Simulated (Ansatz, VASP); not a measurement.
# La2SnO: VASP beside Ansatz

```
CELL_PARAMETERS angstrom
5.22612 0.00000 0.00000
-2.61306 4.52595 0.00000
0.00000 0.00000 5.03560
ATOMIC_POSITIONS crystal
La 0.33333 0.66667 0.50000
La 0.66667 0.33333 0.50000
Sn 0.00000 0.00000 0.00000
O 0.00000 0.00000 0.50000
```

Alike in both runs: task single point; functional PBE; k mesh 6 × 6 × 4; occupations gaussian, width 0.1 eV; no spin polarisation.

|  | VASP | Ansatz |
| --- | --- | --- |
| version | VASP 6.6.1 | Ansatz 0.2.0 |
| potentials or method | VASP PAW PBE potentials, release 64 (La, Sn_d, O) | scalar-relativistic, plane waves, PAW |
| plane-wave cutoff (eV) | 520 | 420 |
| valence electrons in the cell | 42 | 42 |

VASP gave:

```
gap on the k mesh at the Fermi level (eV)       : none
pressure (GPa)                                  : -6.9
largest component of the traceless stress (GPa) : 1.70
```

**Question.** Which values does Ansatz return?

**Answer.** gap on the k mesh at the Fermi level (eV): none; pressure (GPa): -6.9; largest component of the traceless stress (GPa): 1.73.

A gap of «none» marks a metal or a gap that the smearing closes. With one functional, cell and mesh, what is left measures potentials, basis and numerics.

Spin-orbit coupling is left out, which matters for the levels of La.
